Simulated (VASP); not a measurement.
Consider the following.

```yaml
crystal:
  lattice:
    - [1.87489, -3.24740, 0.00000]
    - [1.87489, 3.24740, 0.00000]
    - [0.00000, 0.00000, 6.45836]
  atoms:
    - { symbol: Pt, position: [0.00000, 0.00000, 0.00000] }
    - { symbol: Se, position: [0.33333, 0.66667, 0.20258] }
    - { symbol: Se, position: [0.66667, 0.33333, 0.79742] }
```

All values below come from PBE GGA, VASP's PBE PAW potentials (set 64) (plane waves; VASP). Numerical set-up: 520 eV cut-off, 6×6×3 Γ-centred mesh, Gaussian smearing of 0.050 eV, potentials Pt Se.

Without a dispersion term in the relaxation, distances and binding between the weakly bound layers, chains or molecules are unreliable, and so is what depends on them.

Question: What does the run give for the energy per atom (σ→0)?

Answer: 
```json
{
 "energy per atom (σ→0)": "-4767 meV/atom"
}
```

The absolute energy has meaning only against runs of the same code, potentials and settings.

The compound is PtSe2 in the 1T layered structure. It was relaxed first, which changed the volume by +28 %.
